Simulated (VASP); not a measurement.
Crystal: GaP.

```xyz
2
Lattice="0.0000 2.7252 2.7252 2.7252 0.0000 2.7252 2.7252 2.7252 0.0000" Properties=species:S:1:pos:R:3 pbc="T T T"
Ga    0.0000    0.0000    0.0000
P     1.3626    1.3626    1.3626
```

```yaml
Program: VASP 6.6.1
Task: relaxation of cell and atoms
Functional: PBE
Potentials_or_basis: VASP PAW PBE potentials, release 64 (Ga_d, P)
Cutoff: 520 eV
k_mesh: 10 × 10 × 10
Occupations: gaussian, width 0.02 eV
Spin: no spin polarisation
```

At the start: pressure 2.5 GPa; volume 20.24 Å³/atom.

Q: How do energy, volume and symmetry change on relaxing?

A: Over 3 steps the energy falls by 4.7 meV/atom and the volume is 20.86 Å³/atom (+3.1 %); space group F-43m (No. 216, to 0.05 Å).

The path:
```
step  energy change (eV)  largest force (eV/Å)  pressure (GPa)  volume (Å³)
   1              0.0000                0.0000            2.48        40.48
   2             -0.0072                0.0000           -1.08        42.35
   3             -0.0093                0.0000            0.00        41.72
```

Final structure:
```yaml
crystal:
  lattice:
    - [0.00000, 2.75284, 2.75284]
    - [2.75284, 0.00000, 2.75284]
    - [2.75284, 2.75284, 0.00000]
  atoms:
    - { symbol: Ga, position: [0.00000, 0.00000, 0.00000] }
    - { symbol: P, position: [0.25000, 0.25000, 0.25000] }
```
